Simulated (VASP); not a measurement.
Output of a VASP run:

**OSZICAR**
```
       N       E                     dE             d eps       ncg     rms          rms(c)
DAV:   1     0.448468132724E+03    0.44847E+03   -0.21833E+04   960   0.185E+03
DAV:   2    -0.113436938833E+02   -0.45981E+03   -0.45182E+03  1192   0.502E+02
DAV:   3    -0.523480196510E+02   -0.41004E+02   -0.40683E+02  1392   0.147E+02
DAV:   4    -0.538874729383E+02   -0.15395E+01   -0.15387E+01  1376   0.254E+01
DAV:   5    -0.539280190384E+02   -0.40546E-01   -0.40545E-01  1376   0.347E+00    0.301E+01
DAV:   6    -0.442204375644E+02    0.97076E+01   -0.62325E+01  1416   0.770E+01    0.192E+01
DAV:   7    -0.442214201175E+02   -0.98255E-03   -0.79101E+00  1184   0.229E+01    0.122E+01
DAV:   8    -0.442262204593E+02   -0.48003E-02   -0.17214E+00  1280   0.148E+01    0.299E+00
DAV:   9    -0.441445534863E+02    0.81667E-01   -0.42256E-01  1208   0.723E+00    0.844E-01
DAV:  10    -0.441473369112E+02   -0.27834E-02   -0.11382E-01  1384   0.258E+00    0.685E-01
DAV:  11    -0.441423633958E+02    0.49735E-02   -0.60401E-02  1384   0.186E+00    0.248E-01
DAV:  12    -0.441417401614E+02    0.62323E-03   -0.40887E-03  1216   0.685E-01    0.681E-02
DAV:  13    -0.441417454620E+02   -0.53006E-05   -0.31671E-04  1352   0.131E-01    0.302E-02
DAV:  14    -0.441417478628E+02   -0.24008E-05   -0.45658E-05  1440   0.608E-02    0.121E-02
DAV:  15    -0.441417464362E+02    0.14266E-05   -0.12273E-05  1352   0.357E-02    0.347E-03
DAV:  16    -0.441417463510E+02    0.85233E-07   -0.15797E-06  1224   0.109E-02    0.354E-03
DAV:  17    -0.441417462466E+02    0.10434E-06   -0.42251E-07  1016   0.918E-03    0.828E-04
DAV:  18    -0.441417462501E+02   -0.34806E-08   -0.54930E-08   624   0.206E-03
   1 F= -.44141746E+02 E0= -.44141746E+02  d E =-.543725E-11
```

File OUTCAR:
```
------------------------ aborting loop because EDIFF is reached ----------------------------------------
  FORCE on cell =-STRESS in cart. coord.  units (eV):
  Direction    XX          YY          ZZ          XY          YZ          ZX
  --------------------------------------------------------------------------------------
  Total        2.2558319      2.2558319      2.2558319     -0.0000000     -0.0000000     -0.0000000
  in kB       64.7030349     64.7030349     64.7030349     -0.0000000     -0.0000000     -0.0000000
  external PRESSURE =      64.7030349 kB  Pullay stress =       0.0000000 kB
  volume of cell :       55.86
      direct lattice vectors                 reciprocal lattice vectors
     3.822647239  0.000000000  0.000000000     0.261598818  0.000000000  0.000000000
     0.000000000  3.822647239  0.000000000     0.000000000  0.261598818  0.000000000
     0.000000000  0.000000000  3.822647239     0.000000000  0.000000000  0.261598818
 POSITION                                       TOTAL-FORCE (eV/Angst)
 -----------------------------------------------------------------------------------
      0.00000      0.00000      0.00000         0.000000      0.000000      0.000000
      1.91132      1.91132      1.91132         0.000000      0.000000      0.000000
      1.91132      0.00000      1.91132         0.000000      0.000000      0.000000
      0.00000      1.91132      1.91132         0.000000      0.000000      0.000000
      1.91132      1.91132      0.00000         0.000000      0.000000      0.000000
 -----------------------------------------------------------------------------------
    total drift:                                0.000000      0.000000      0.000000
  FREE ENERGIE OF THE ION-ELECTRON SYSTEM (eV)
  ---------------------------------------------------
  free  energy   TOTEN  =       -44.1417462501 eV

  energy  without entropy=      -44.1417462501  energy(sigma->0) =      -44.14174625
```
(Selected blocks of OUTCAR.)

### POSCAR
```
SrTiO3
1
    3.8226472387     0.0000000000     0.0000000000
    0.0000000000     3.8226472387     0.0000000000
    0.0000000000     0.0000000000     3.8226472387
Sr Ti O
1 1 3
Direct
  0.0000000000   0.0000000000   0.0000000000
  0.5000000000   0.5000000000   0.5000000000
  0.5000000000   0.0000000000   0.5000000000
  0.0000000000   0.5000000000   0.5000000000
  0.5000000000   0.5000000000   0.0000000000
```

**Question.** Write an INCAR and KPOINTS that could have produced this output.

**Answer.** Several could match; the one computed here: the input of the run itself, LDA (Ceperley-Alder, Perdew-Zunger), plane waves, VASP's LDA PAW potentials (set 64).

**KPOINTS**
```
Automatic mesh
0
Gamma
7 7 7
0 0 0
```

**INCAR**
```
SYSTEM=SrTiO3
PREC=Accurate; ENCUT=520; LREAL=F
LASPH=T
EDIFF=1E-7; NELM=100; ALGO=Normal
LMAXMIX=4
ISMEAR=0; SIGMA=0.05
ISIF=2
LWAVE=F; LCHARG=F
```

POTCAR, in this order: Sr_sv Ti_sv O (LDA.64 set). Program: vasp_std.

The compound is SrTiO3 in the cubic perovskite structure, the ideal cubic form; the compound distorts at low or room temperature. This cell is one point of a volume scan, at 0.97 of the reference volume.
